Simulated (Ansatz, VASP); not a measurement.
# MgVBr2O: VASP beside Ansatz

```
Br V Mg O
1.0
     3.97897    0.00000    0.00000
     0.00032    4.34448    0.00000
     1.96351    2.12933    7.17713
Br V Mg O
2 1 1 1
Direct
  0.37556 0.88072 0.25526
  0.61964 0.12381 0.74505
  0.01109 0.00553 0.99269
  0.49842 0.49927 0.99894
  0.00866 0.49619 0.99385
```

Change from the starting cell: atoms moved at random, drawn with an rms of 0.05 Å.

Alike in both runs: task single point; functional PBE; k mesh 7 × 7 × 4; occupations fermi-dirac, width 0.05 eV; collinear spin, ferromagnetic start.

|  | VASP | Ansatz |
| --- | --- | --- |
| version | VASP 6.6.1 | Ansatz 0.2.0 |
| potentials or method | VASP PAW PBE potentials, release 64 (Br, V_sv, Mg, O) | Ansatz PAW |
| plane-wave cutoff (eV) | 520 | 420 |
| valence electrons in the cell | 35 | 43 |

```csv
,VASP,Ansatz,Ansatz less VASP
gap on the k mesh at the Fermi level (eV),0.40,0.41,+0.011
least direct gap on the mesh (eV),0.53,0.54,+0.011
pressure (GPa),-1.7,-1.6,+0.04
largest component of the traceless stress (GPa),0.46,0.42,-0.040
rms of the force components (eV/Å),0.228,0.225,-0.0031
net moment per atom (μB),0.60,0.60,0.000
size of the moment on the site where the two differ most (μB),2.57,2.15,-0.414
```

Site moments also hang on the region over which each program counts them. Atom by atom the forces differ by 0.004 eV/Å (rms over components). The two sets of potentials don't hold the same shells in valence.

Caveats: an odd mesh through Γ misses points on the zone boundary, where band edges often lie (VASP); odd divisions of the mesh miss points on the zone boundary, where band edges often lie, so the gap on the mesh can be too wide (Ansatz).
